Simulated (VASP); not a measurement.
Consider the following.

```xyz
63
Lattice="11.5222 0.0000 0.0000 0.0000 11.5222 0.0000 0.0000 0.0000 11.5222" Properties=species:S:1:pos:R:3 pbc="T T T"
Ga     5.8210     0.0659     0.0673
Ga     8.5956     2.8088     0.0424
Ga     8.5951     0.0406     2.8104
Ga     0.0154     0.0109     0.0124
Ga     2.9481     2.9394     0.0654
Ga     5.6916     5.7161     0.0409
Ga     8.6344     8.6469    11.5122
Ga     2.9483     0.0648     2.9391
Ga     8.5925     5.7113     2.8247
Ga     5.6922     0.0386     5.7165
Ga     8.5926     2.8252     5.7084
Ga     8.6357    11.5174     8.6439
Ga     0.0041     5.7510    11.5128
Ga     2.8923     8.6541     0.0118
Ga     0.0098     2.8869     2.8876
Ga     2.9210     5.7164     2.8088
Ga     5.7689     8.6482     2.8873
Ga     0.0035    11.5156     5.7529
Ga     2.9198     2.8092     5.7180
Ga     5.7087     5.7113     5.7084
Ga     8.6244     8.6373     5.7424
Ga     2.8932     0.0111     8.6557
Ga     5.7692     2.8875     8.6493
Ga     8.6232     5.7394     8.6407
Ga    11.5137     8.6333     2.8731
Ga     0.0015     5.7401     5.7413
Ga     2.8732     8.6438     5.7515
Ga    11.5121     2.8753     8.6338
Ga     2.8758     5.7508     8.6413
Ga     5.7545     8.6326     8.6341
Ga    11.5206     8.6386     8.6390
As     7.0982     1.5869     1.5880
As    10.0841     4.2968     1.4084
As    10.0838     1.4080     4.2971
As     1.4649     1.4491     1.4499
As     4.4641     4.2212     1.5838
As     7.1796     7.2036     1.4074
As    10.0828    10.0811     1.4325
As     4.4615     1.5805     4.2248
As    10.0593     7.1753     4.3103
As     7.1793     1.4093     7.2018
As    10.0576     4.3101     7.1755
As    10.0833     1.4332    10.0821
As     1.4379     7.2017     1.4321
As     4.3304    10.1033     1.4492
As     1.4624     4.3163     4.3173
As     4.2892     7.2019     4.2970
As     7.1991    10.0988     4.3185
As     1.4383     1.4329     7.2045
As     4.2916     4.2973     7.2006
As     7.1913     7.1759     7.1790
As    10.0759    10.0746     7.1947
As     4.3313     1.4490    10.1046
As     7.1982     4.3163    10.1027
As    10.0759     7.1943    10.0745
As     1.4422    10.0841     4.3147
As     1.4338     7.1943     7.1945
As     4.3128    10.0796     7.2029
As     1.4437     4.3143    10.0819
As     4.3127     7.2012    10.0803
As     7.1962    10.0857    10.0824
As     1.4442    10.0852    10.0858
Si     7.3103     4.4274     4.4251
```
Cell charge -1.

The numbers are results of PBE GGA, VASP's PBE PAW potentials (set 64) (plane waves; VASP 6.6.1), not measurements. Settings: PREC = Normal, LREAL = Auto, ISYM = 0, NELECT = 253.0, 400 eV cut-off, 1×1×1 Γ-centred mesh, Gaussian smearing of 0.050 eV, potentials Ga As Si. Starting moments (MAGMOM): 63*0.0159. The cell's moment is fixed (NUPDOWN = 1).

The cell is charged, with a uniform compensating background.  The supercell is sampled at Γ alone, which is coarse: total energies, pressure and levels can be off, energies of defects by several tenths of an eV.

**Question.** What does the run give for the cell moment, energy per atom (σ→0)?

**Answer.** 
```
Quantity                        Value
---------------------  --------------
cell moment                   1.00 μB
energy per atom (σ→0)  -3.985 eV/atom
```

**Question.** Give the moment on each site (PAW-sphere projection).

**Answer.** 
```
site  moment (μB)
----  -----------
Ga1          0.00
Ga2          0.01
Ga3          0.01
Ga4          0.00
Ga5          0.00
Ga6          0.01
Ga7          0.00
Ga8          0.00
Ga9          0.01
Ga10         0.01
Ga11         0.01
Ga12         0.00
Ga13         0.00
Ga14         0.00
Ga15         0.00
Ga16         0.01
Ga17         0.00
Ga18         0.00
Ga19         0.01
Ga20         0.01
Ga21         0.00
Ga22         0.00
Ga23         0.00
Ga24         0.00
Ga25         0.00
Ga26         0.00
Ga27         0.00
Ga28         0.01
Ga29         0.00
Ga30         0.01
Ga31         0.00
As32         0.05
As33         0.01
As34         0.01
As35         0.01
As36         0.05
As37         0.01
As38         0.02
As39         0.05
As40         0.01
As41         0.01
As42         0.01
As43         0.02
As44         0.02
As45         0.01
As46         0.01
As47         0.01
As48         0.01
As49         0.02
As50         0.01
As51         0.01
As52         0.01
As53         0.01
As54         0.01
As55         0.01
As56         0.02
As57         0.01
As58         0.02
As59         0.02
As60         0.02
As61         0.02
As62         0.01
Si63         0.01
```

Only differences to runs with the same potentials and settings are physical.

The cell is a supercell with a defect, built from GaAs (zinc blende): Si_As-vac_Ga, charge -1.
